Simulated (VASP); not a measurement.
These are LDA (Ceperley-Alder, Perdew-Zunger), VASP's LDA PAW potentials (set 64) (plane waves; VASP 6.6.1) values and carry that method's errors.

VASP input:

INCAR:
```
SYSTEM = MoS2
PREC = Accurate
ENCUT = 400
EDIFF = 1E-7
NELM = 100
ALGO = Normal
LREAL = .FALSE.
LASPH = .TRUE.
ISMEAR = 0
SIGMA = 0.01
LMAXMIX = 4
LWAVE = .FALSE.
LCHARG = .FALSE.
LOPTICS = .TRUE.
NBANDS = 93
NEDOS = 1001
CSHIFT = 0.1
```

File POSCAR:
```
MoS2
1
    3.1188283528     0.0000000000     0.0000000000
   -1.5594141764     2.7009850155     0.0000000000
    0.0000000000     0.0000000000    20.3138401532
Mo S
2 4
Direct
  0.6666670000   0.3333330000   0.1471446278
  0.3333330000   0.6666670000   0.8528553722
  0.3333330000   0.6666670000   0.2235802729
  0.6666670000   0.3333330000   0.7764197271
  0.6666670000   0.3333330000   0.9294427418
  0.3333330000   0.6666670000   0.0705572582
```

KPOINTS:
```
Regular mesh
0
Gamma
15 15 2
```

POTCAR, in this order: Mo_sv S (LDA.64 set). Program: vasp_std.

Output

### OSZICAR
```
       N       E                     dE             d eps       ncg     rms          rms(c)
DAV:   1     0.414672766979E+03    0.41467E+03   -0.20715E+04 10628   0.406E+02
DAV:   2    -0.345364308973E+02   -0.44921E+03   -0.42924E+03 11895   0.164E+02
DAV:   3    -0.514913199613E+02   -0.16955E+02   -0.16675E+02 12008   0.318E+01
DAV:   4    -0.517039089491E+02   -0.21259E+00   -0.21250E+00 11864   0.355E+00
DAV:   5    -0.517082633391E+02   -0.43544E-02   -0.43542E-02 11870   0.478E-01    0.380E+01
DAV:   6    -0.495565194861E+02    0.21517E+01   -0.27570E+00 11670   0.848E+00    0.127E+01
DAV:   7    -0.492675198519E+02    0.28900E+00   -0.15607E+00 11148   0.554E+00    0.982E+00
DAV:   8    -0.488736444887E+02    0.39388E+00   -0.42799E-01 11265   0.311E+00    0.209E+00
DAV:   9    -0.488423337825E+02    0.31311E-01   -0.70815E-02 11960   0.964E-01    0.389E-01
DAV:  10    -0.488419635870E+02    0.37020E-03   -0.23465E-03 11464   0.112E-01    0.287E-01
DAV:  11    -0.488416896938E+02    0.27389E-03   -0.37678E-04 11075   0.696E-02    0.138E-01
DAV:  12    -0.488416215139E+02    0.68180E-04   -0.24946E-04 11760   0.369E-02    0.607E-02
DAV:  13    -0.488416505330E+02   -0.29019E-04   -0.68044E-06 10958   0.619E-03    0.445E-02
DAV:  14    -0.488418155466E+02   -0.16501E-03   -0.12264E-05 10617   0.111E-02    0.517E-02
DAV:  15    -0.488418735603E+02   -0.58014E-04   -0.88332E-07 11739   0.320E-03    0.206E-02
DAV:  16    -0.488421004411E+02   -0.22688E-03   -0.31778E-06 11555   0.664E-03    0.307E-02
DAV:  17    -0.488421769935E+02   -0.76552E-04   -0.94653E-07 11323   0.352E-03    0.506E-03
DAV:  18    -0.488422249929E+02   -0.47999E-04   -0.17927E-07 10687   0.130E-03    0.109E-02
DAV:  19    -0.488422450452E+02   -0.20052E-04   -0.80651E-08 10065   0.105E-03    0.493E-03
DAV:  20    -0.488422509124E+02   -0.58672E-05   -0.24403E-08  9787   0.482E-04    0.338E-03
DAV:  21    -0.488422518205E+02   -0.90808E-06   -0.46402E-09  9963   0.241E-04    0.103E-03
DAV:  22    -0.488422519976E+02   -0.17716E-06   -0.13953E-09  9591   0.112E-04    0.473E-04
DAV:  23    -0.488422520585E+02   -0.60912E-07   -0.66275E-10  9598   0.835E-05
   1 F= -.48842252E+02 E0= -.48842252E+02  d E =-.494509E-27
 imaginary and real dielectric function
```

**OUTCAR**
```
------------------------ aborting loop because EDIFF is reached ----------------------------------------
  FORCE on cell =-STRESS in cart. coord.  units (eV):
  Direction    XX          YY          ZZ          XY          YZ          ZX
  --------------------------------------------------------------------------------------
  Total        0.1150753      0.1150753      0.0467896     -0.0000000      0.0000000      0.0000000
  in kB        1.0774249      1.0774252      0.4380805     -0.0000000      0.0000000      0.0000000
  external PRESSURE =       0.8643102 kB  Pullay stress =       0.0000000 kB
  volume of cell :      171.12
      direct lattice vectors                 reciprocal lattice vectors
     3.118828353  0.000000000  0.000000000     0.320633227  0.185117650  0.000000000
    -1.559414176  2.700985016  0.000000000     0.000000000  0.370235301  0.000000000
     0.000000000  0.000000000 20.313840153     0.000000000  0.000000000  0.049227521
 POSITION                                       TOTAL-FORCE (eV/Angst)
 -----------------------------------------------------------------------------------
      1.55942      0.90033      2.98907        -0.000000     -0.000000      0.010021
     -0.00000      1.80066     17.32477         0.000000      0.000000     -0.010021
     -0.00000      1.80066      4.54177        -0.000000      0.000000      0.018324
      1.55942      0.90033     15.77207         0.000000      0.000000     -0.018324
      1.55942      0.90033     18.88055        -0.000000      0.000000     -0.003305
     -0.00000      1.80066      1.43329        -0.000000     -0.000000      0.003305
 -----------------------------------------------------------------------------------
    total drift:                               -0.000000     -0.000000      0.000000
  FREE ENERGIE OF THE ION-ELECTRON SYSTEM (eV)
  ---------------------------------------------------
  free  energy   TOTEN  =       -48.8422520585 eV

  energy  without entropy=      -48.8422520585  energy(sigma->0) =      -48.84225206

 plasma frequency squared (from intraband transitions) (eV^2)
  --------------------------------------------------------------------------------------
       0.000       0.000      -0.000
       0.000       0.000       0.000
      -0.000       0.000       0.000

 plasma frequency squared (from interband transitions, int dw w eps(2)(w)) (eV^2)
  --------------------------------------------------------------------------------------
     333.056       0.000      -0.000       0.000      -0.000       0.000
      -0.000      -0.000     333.056       0.000       0.000      -0.000
      -0.000      -0.000       0.000       0.000     335.433       0.000
```
(Selected blocks of OUTCAR.)

The cell holds a wide vacuum, so values per volume refer to the whole cell. The dielectric response may not be converged in the k-mesh; for small gaps it tends to come out too large.

The cell is a sheet with vacuum, built from a database entry that may be metastable or hypothetical.
